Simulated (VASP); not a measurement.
Level of theory: AM05 GGA, VASP's PBE PAW potentials (set 64) (plane waves; VASP).

The input files of a VASP run:

INCAR:
```
SYSTEM=CdTe
PREC=Accurate; ENCUT=520; LREAL=.FALSE.
LASPH=.TRUE.
EDIFF=1E-7; NELM=100; ALGO=Normal
LMAXMIX=4
ISMEAR=0; SIGMA=0.05
GGA=AM
ISIF=2
LWAVE=.FALSE.; LCHARG=.FALSE.
```

**KPOINTS**
```
Regular mesh
0
Gamma
  7 7 7
0 0 0
```

### POSCAR
```
CdTe
1.0
  0.0000000000   3.2957610949   3.2957610949
  3.2957610949   0.0000000000   3.2957610949
  3.2957610949   3.2957610949   0.0000000000
Cd Te
1 1
Cartesian
  0.0000000000   0.0000000000   0.0000000000
  1.6478805475   1.6478805475   1.6478805475
```

POTCAR, in this order: Cd Te (PBE.64 set). Program: vasp_std.

Output of the run:

File OUTCAR:
```
 ion  position               nearest neighbor table
   1  0.000  0.000  0.000-   2 2.85   2 2.85   2 2.85   2 2.85
   2  0.250  0.250  0.250-   1 2.85   1 2.85   1 2.85   1 2.85
  LATTYP: Found a face centered cubic cell.
 ALAT       =     6.5915221898
 Subroutine PRICEL returns:
 Original cell was already a primitive cell.
 Subroutine GETGRP returns: Found 24 space group operations
The static configuration has the point symmetry T_d .
The dynamic configuration has the point symmetry T_d .
 Subroutine INISYM returns: Found 24 space group operations
 Subroutine IBZKPT returns following result:
 Found     20 irreducible k-points:

 Following reciprocal coordinates:
            Coordinates               Weight
  0.000000  0.000000  0.000000      1.000000
  0.142857  0.000000  0.000000      8.000000
  0.285714  0.000000  0.000000      8.000000
  0.428571  0.000000  0.000000      8.000000
  0.142857  0.142857  0.000000      6.000000
  0.285714  0.142857  0.000000     24.000000
  0.428571  0.142857  0.000000     24.000000
 -0.428571  0.142857  0.000000     24.000000
 -0.285714  0.142857  0.000000     24.000000
...
```

File OSZICAR:
```
       N       E                     dE             d eps       ncg     rms          rms(c)
DAV:   1     0.101501738209E+03    0.10150E+03   -0.83599E+03   520   0.119E+03
DAV:   2    -0.103358229304E+01   -0.10254E+03   -0.98902E+02   585   0.275E+02
DAV:   3    -0.519411569960E+01   -0.41605E+01   -0.41498E+01   600   0.579E+01
DAV:   4    -0.523707125918E+01   -0.42956E-01   -0.42949E-01   735   0.517E+00
DAV:   5    -0.523718972255E+01   -0.11846E-03   -0.11846E-03   610   0.262E-01    0.513E+00
DAV:   6    -0.499860171296E+01    0.23859E+00   -0.52094E-01   575   0.941E+00    0.427E+00
DAV:   7    -0.498223148517E+01    0.16370E-01   -0.11689E-01   590   0.249E+00    0.170E+00
DAV:   8    -0.498258834438E+01   -0.35686E-03   -0.99579E-03   550   0.134E+00    0.518E-01
DAV:   9    -0.498298520426E+01   -0.39686E-03   -0.10685E-03   600   0.349E-01    0.106E-01
DAV:  10    -0.498310523800E+01   -0.12003E-03   -0.15779E-04   575   0.127E-01    0.506E-02
DAV:  11    -0.498318215811E+01   -0.76920E-04   -0.14234E-04   520   0.726E-02    0.369E-02
DAV:  12    -0.498318029480E+01    0.18633E-05   -0.43794E-06   651   0.172E-02    0.193E-02
DAV:  13    -0.498318048819E+01   -0.19339E-06   -0.98173E-07   530   0.603E-03    0.116E-02
DAV:  14    -0.498318066432E+01   -0.17614E-06   -0.10677E-06   540   0.689E-03    0.489E-03
DAV:  15    -0.498318070315E+01   -0.38824E-07   -0.40063E-08   450   0.184E-03
   1 F= -.49831807E+01 E0= -.49831807E+01  d E =-.668783E-15
```

### OUTCAR
```
------------------------ aborting loop because EDIFF is reached ----------------------------------------
  FORCE on cell =-STRESS in cart. coord.  units (eV):
  Direction    XX          YY          ZZ          XY          YZ          ZX
  --------------------------------------------------------------------------------------
  Total       -0.4792116     -0.4792116     -0.4792116      0.0000000      0.0000000     -0.0000000
  in kB      -10.7236034    -10.7236034    -10.7236034      0.0000000      0.0000000     -0.0000000
  external PRESSURE =     -10.7236034 kB  Pullay stress =       0.0000000 kB
  volume of cell :       71.60
      direct lattice vectors                 reciprocal lattice vectors
     0.000000000  3.295761095  3.295761095    -0.151710026  0.151710026  0.151710026
     3.295761095  0.000000000  3.295761095     0.151710026 -0.151710026  0.151710026
     3.295761095  3.295761095  0.000000000     0.151710026  0.151710026 -0.151710026
  FREE ENERGIE OF THE ION-ELECTRON SYSTEM (eV)
  ---------------------------------------------------
  free  energy   TOTEN  =        -4.9831807031 eV

  energy  without entropy=       -4.9831807031  energy(sigma->0) =       -4.98318070
```
(Selected blocks of OUTCAR.)

The compound is CdTe in the zinc blende structure. This cell is one point of a volume scan, at 1.03 of the reference volume.
